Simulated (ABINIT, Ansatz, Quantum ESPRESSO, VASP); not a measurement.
## Code comparison for WS₂ (P6_3/mmc, 6 atoms in the cell)

Self-consistent single point.

```
CELL_PARAMETERS angstrom
      1.57500    -2.72798     0.00000
      1.57500     2.72798     0.00000
      0.00000     0.00000    12.32000
ATOMIC_POSITIONS crystal
  W  0.33333 0.66667 0.25000
  W  0.66667 0.33333 0.75000
  S  0.33333 0.66667 0.87800
  S  0.66667 0.33333 0.37800
  S  0.66667 0.33333 0.12200
  S  0.33333 0.66667 0.62200
```

Shared settings, as Ansatz (a program for electronic structure) writes them: kpoints.mp_grid.grid = 7 7 2; scf.occupations.method = fermi_dirac; scf.occupations.width = 0.0015 Ry. Potentials and cutoffs stand in the table.

```json
[
 {"code": "VASP", "model": "LDA (PZ), VASP's LDA PAW potentials (set 64)", "pressure (GPa)": "-4.36", "largest force (eV/Å)": "0.398", "cutoff": "300 eV"},
 {"code": "Ansatz", "model": "LDA (PW92), default PAW files made with PBE", "pressure (GPa)": "-4.23", "largest force (eV/Å)": "0.452", "cutoff": "default"},
 {"code": "ABINIT", "model": "LDA (PW92), norm-conserving pseudopotentials (PseudoDojo nc-sr-04 LDA standard)", "pressure (GPa)": "-4.53", "largest force (eV/Å)": "0.483", "cutoff": "35 Ha"},
 {"code": "Quantum ESPRESSO", "model": "LDA (PZ), GBRV 1.5 ultrasoft (LDA) pseudopotentials", "pressure (GPa)": "-4.98", "largest force (eV/Å)": "0.402", "cutoff": "40 Ry"}
]
```

On Ansatz's run: spin-orbit coupling is off. Spin polarisation is off.

The spread over the programs that give each value: pressure within 0.75 GPa; largest force within 0.085 eV/Å.

Ansatz's pressure is given at a fixed set of plane waves, as the other plane-wave codes print theirs. The same LDA comes in different parametrisations, which differ slightly.

This mesh misses zone-boundary points where a band edge of such crystals can lie, so no gaps are given.

VASP's run is marked for a possible Pulay error in its stress at this cutoff; no cutoff test was made.

The starting cell has typed, rounded lattice constants, without a prior relaxation at this level.

Left out of this page: CP2K, Elk, FLEUR and SIESTA (not drawn, or without a comparable value).

Keys are those of Ansatz 0.2.
